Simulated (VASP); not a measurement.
Calculation: PBE GGA, VASP's PBE PAW potentials (set 64) (plane waves; VASP).

Input for VASP

**INCAR**
```
LREAL  =  F   ! projection in real space or not
GGA  =  PE   ! PBE
ALGO  =  Normal   ! blocked Davidson
SIGMA  =  0.1
LCHARG  =  F
LWAVE  =  F
NELM  =  100
SYSTEM  =  RuAl
ISMEAR  =  1   ! Methfessel-Paxton
ENCUT  =  520   ! plane-wave cut-off (eV)
LMAXMIX  =  4
PREC  =  Accurate
LASPH  =  T   ! aspherical one-centre terms
ISIF  =  2
EDIFF  =  1E-6   ! SCF stop (eV)
```

**KPOINTS**
```
Automatic mesh
0
Gamma
11 11 11
0 0 0
```

POSCAR:
```
RuAl
1
    3.0298780000     0.0000000000     0.0000000000
    0.0000000000     2.9250070000     0.0000000000
    0.0000000000     0.0000000000     2.9161720000
Al Ru
1 1
Direct
  0.5000000000   0.5000000000   0.5000000000
  0.0314700000   0.0000000000   0.0000000000
```

POTCAR, in this order: Al Ru_sv (PBE.64 set). Program: vasp_std.

Q: Predict the energy per atom (σ→0), pressure, largest force, band gap (on the k-mesh).

A: 
The energy per atom (σ→0) comes out as -7.100 eV/atom and the band gap (on the k-mesh) is none (metal, semimetal or under 0.01 eV). The pressure is 11.41 GPa and the largest force is 0.884 eV/Å.

OSZICAR:
```
...
DAV:   6    -0.142834747519E+02    0.57566E+00   -0.40722E+00  5906   0.210E+01    0.281E+00
DAV:   7    -0.142142867254E+02    0.69188E-01   -0.36295E-01  5926   0.640E+00    0.368E+00
DAV:   8    -0.142003869024E+02    0.13900E-01   -0.19837E-02  6711   0.158E+00    0.260E-01
DAV:   9    -0.142001963680E+02    0.19053E-03   -0.86282E-04  6501   0.297E-01    0.161E-01
DAV:  10    -0.142001787835E+02    0.17585E-04   -0.11225E-04  6581   0.128E-01    0.364E-02
DAV:  11    -0.142001773280E+02    0.14555E-05   -0.75675E-06  6436   0.393E-02    0.854E-03
DAV:  12    -0.142001772534E+02    0.74640E-07   -0.55243E-07  3358   0.833E-03
   1 F= -.14200177E+02 E0= -.14199942E+02  d E =-.706576E-03
```

The compound is RuAl in the CsCl type structure. The cell was not relaxed at this level, atoms are displaced from their ideal sites. The run is one of a series of settings (ENCUT = 520, POTCAR Al Ru_sv (PBE.64 set) against the base run), some of them coarse on purpose. The electron count is odd and the run is not spin-polarised, which forces a metal.
